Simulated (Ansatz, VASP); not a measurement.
**One calculation of AlNi3Sb, two programs**

```
Sb Ni Al
1.0
     4.09137    0.00000    0.00000
    -2.04568    3.54323    0.00000
     0.00000    0.00000    4.90531
Sb Ni Al
1 3 1
Direct
  0.33333 0.66667 0.50000
  0.66667 0.33333 0.50000
  0.00000 0.00000 0.24426
  0.00000 0.00000 0.75574
  0.66667 0.33333 0.00000
```

Change from the starting cell: volume scaled by 0.98.

Alike in both runs: task single point; functional PBE; k mesh 8 × 8 × 6; occupations fermi-dirac, width 0.05 eV; collinear spin, ferromagnetic start.

```csv
,VASP,Ansatz
version,VASP 6.6.1,Ansatz 0.2.0
potentials or method,"VASP PAW PBE potentials, release 64 (Sb, Ni, Al)",Ansatz PAW
plane-wave cutoff (eV),520,420
valence electrons in the cell,38,72
```

|  | VASP | Ansatz | Ansatz less VASP |
| --- | --- | --- | --- |
| gap on the k mesh at the Fermi level (eV) | none | none | - |
| pressure (GPa) | 4.5 | 4.6 | +0.13 |
| largest component of the traceless stress (GPa) | 0.19 | 0.30 | +0.117 |
| rms of the force components (eV/Å) | 0.037 | 0.035 | -0.0025 |
| net moment per atom (μB) | 0.00 | 0.00 | 0.000 |

Atom by atom the forces differ by 0.003 eV/Å (rms over components). A gap of «none» marks a metal or a gap that the smearing closes. The two sets of potentials don't hold the same shells in valence.

Caveats: the starting moments weren't kept (Ansatz). The runs have no spin-orbit coupling, so splittings on Sb are missing.
